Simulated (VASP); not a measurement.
The input files of a VASP run:

INCAR:
```
ALGO=Normal
EDIFF=1E-6
ENCUT=240
ISIF=2
ISMEAR=0
LASPH=.TRUE.
LCHARG=.FALSE.
LREAL=.FALSE.
LWAVE=.FALSE.
NELM=100
PREC=Accurate
SIGMA=0.1
SYSTEM=K
```

**POSCAR**
```
K
1.0
 -2.7245360000   2.7245360000   2.7245360000
  2.7245360000  -2.7245360000   2.7245360000
  2.7245360000   2.7245360000  -2.7245360000
K
1
Cart
  0.0000000000   0.0000000000   0.0000000000
```

**KPOINTS**
```
Automatic mesh
0
Gamma
6 6 6
0 0 0
```

POTCAR, in this order: K_sv (LDA.64 set). Program: vasp_std.

Write an equivalent input for Quantum ESPRESSO's pw.x.

One equivalent input (not run):
```
&CONTROL
  calculation = 'scf'
  pseudo_dir = './pseudo'
  outdir = './out'
  tprnfor = .true.
  tstress = .true.
/
&SYSTEM
  ibrav = 0
  nat = 1
  ntyp = 1
  ecutwfc = 72
  occupations = 'smearing'
  smearing = 'gaussian'
  degauss = 0.00735
  input_dft = 'pz'
/
&ELECTRONS
  conv_thr = 7.3e-08
  electron_maxstep = 100
/
ATOMIC_SPECIES
  K 39.098 K.upf
CELL_PARAMETERS angstrom
    -2.7245360    2.7245360    2.7245360
     2.7245360   -2.7245360    2.7245360
     2.7245360    2.7245360   -2.7245360
ATOMIC_POSITIONS crystal
  K    0.0000000  0.0000000  0.0000000
K_POINTS automatic
  6 6 6 0 0 0
```
The two are equivalent in intent, not identical: the potentials are each code's own (VASP's PAW set, PseudoDojo norm-conserving files in pw.x), so ENCUT and ecutwfc are chosen apart and not converted; conv_thr bounds pw.x's estimated SCF error, while EDIFF bounds the energy change between steps.

The structure comes from a computed database's K entry; how it stands against other phases isn't given here. The cell was not relaxed at this level. The run is one of a series of settings (ENCUT = 240, KPOINTS 6×6×6 Γ-centred mesh against the base run), some of them coarse on purpose.
